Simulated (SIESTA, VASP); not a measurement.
An input for SIESTA (GGA PBE, numerical atomic orbitals DZP, PseudoDojo PBE standard norm-conserving potentials (rewritten from UPF to PSML)):

```
# files in the folder: Rb.psml (PseudoDojo PBE standard)
SystemName  Rb
SystemLabel Rb

NumberOfAtoms                1
NumberOfSpecies              1
%block ChemicalSpeciesLabel
  1 37 Rb
%endblock ChemicalSpeciesLabel
LatticeConstant              1.0 Ang
%block LatticeVectors
    -2.825000000    2.825000000    2.825000000
     2.825000000   -2.825000000    2.825000000
     2.825000000    2.825000000   -2.825000000
%endblock LatticeVectors
AtomicCoordinatesFormat      ScaledCartesian
%block AtomicCoordinatesAndAtomicSpecies
     0.000000000    0.000000000    0.000000000  1
%endblock AtomicCoordinatesAndAtomicSpecies

XC.functional                GGA
XC.authors                   PBE
PAO.BasisSize                DZP
PAO.EnergyShift              0.005 Ry
MeshCutoff                   300 Ry
%block kgrid.MonkhorstPack
    4   0   0  0.0
    0   4   0  0.0
    0   0   4  0.0
%endblock kgrid.MonkhorstPack
OccupationFunction           FD
ElectronicTemperature        580.23 K

MaxSCFIterations             150
SCF.Mixer.Method             Pulay
SCF.Mixer.Weight             0.2
SCF.Mixer.History            6
SCF.DM.Tolerance             1.0E-04
Diag.ParallelOverK           true
WriteForces                  true
```

### Question
Translate it to VASP.

### Answer
One set of files that does it:

**POSCAR**
```
Rb
1
   -2.8250000000     2.8250000000     2.8250000000
    2.8250000000    -2.8250000000     2.8250000000
    2.8250000000     2.8250000000    -2.8250000000
Rb
1
Direct
  0.0000000000   0.0000000000   0.0000000000
```

INCAR:
```
! general
SYSTEM  = Rb
PREC    = Accurate
ENCUT   = 300
LREAL   = .False.
LASPH   = .True.

! electronic loop
EDIFF   = 1E-6
NELM    = 100
ALGO    = Normal
LMAXMIX = 4

! smearing
ISMEAR  = -1
SIGMA   = 0.05

! functional
GGA     = PE

! ions
ISIF    = 2

! output
LWAVE   = .False.
LCHARG  = .False.
```

KPOINTS:
```
Regular mesh
0
G
 4 4 4
```

POTCAR, in this order: Rb_sv (PBE.64 set). Program: vasp_std.

Both are inputs of real runs that ended normally. What can't carry over is the choice of potentials or basis and its cut-off, and each code's defaults.

The structure is a typed Rb crystal (Im-3m). The cell was not relaxed at this level, and it may have been scaled.
